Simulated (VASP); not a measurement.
An input for Quantum ESPRESSO's pw.x (written as the equivalent of a VASP run, and not itself run):

```
&CONTROL
  calculation = 'vc-relax'
  pseudo_dir = './pseudo'
  outdir = './out'
  tprnfor = .true.
  tstress = .true.
  nstep = 60
  forc_conv_thr = 0.00039
/
&SYSTEM
  ibrav = 0
  nat = 1
  ntyp = 1
  ecutwfc = 68
  occupations = 'smearing'
  smearing = 'methfessel-paxton'
  degauss = 0.00735
  input_dft = 'pw91'
/
&ELECTRONS
  conv_thr = 7.3e-08
  electron_maxstep = 100
/
&IONS
/
&CELL
/
ATOMIC_SPECIES
  Ca 40.078 Ca.upf
CELL_PARAMETERS angstrom
     0.0000000    2.7900000    2.7900000
     2.7900000    0.0000000    2.7900000
     2.7900000    2.7900000    0.0000000
ATOMIC_POSITIONS crystal
  Ca   0.0000000  0.0000000  0.0000000
K_POINTS automatic
  10 10 10 0 0 0
```

Q: Translate this input to VASP (INCAR, KPOINTS, POSCAR, choice of POTCAR).

A: This is not unique; one that fits is 
**POSCAR**
```
Ca
1.0
  0.0000000000   2.7900000000   2.7900000000
  2.7900000000   0.0000000000   2.7900000000
  2.7900000000   2.7900000000   0.0000000000
Ca
1
Cart
  0.0000000000   0.0000000000   0.0000000000
```

### INCAR
```
LREAL = .FALSE.
SIGMA = 0.1   # width (eV)
GGA = 91   # PW91
ISIF = 3
NSW = 60
LCHARG = .FALSE.
SYSTEM = Ca
ALGO = Normal   # blocked Davidson
LASPH = .TRUE.
NELM = 100   # most electronic steps
PREC = Accurate
EDIFF = 1E-6   # SCF stop (eV)
EDIFFG = -0.01   # ionic stop
IBRION = 2
LWAVE = .FALSE.
ENCUT = 520
ISMEAR = 1   # Methfessel-Paxton
```

### KPOINTS
```
Automatic mesh
0
Gamma
10 10 10
0 0 0
```

POTCAR, in this order: Ca_sv (PBE.64 set). Program: vasp_std.

What does not carry over: the potentials are each code's own (VASP's PAW set, PseudoDojo norm-conserving files in pw.x), so ENCUT and ecutwfc are chosen apart and not converted; conv_thr bounds pw.x's estimated SCF error, while EDIFF bounds the energy change between steps; forc_conv_thr acts on force components and is met together with etot_conv_thr.

The compound is Ca in the fcc structure. This run relaxes it. Symmetry was kept, so distortions that lower it aren't found.
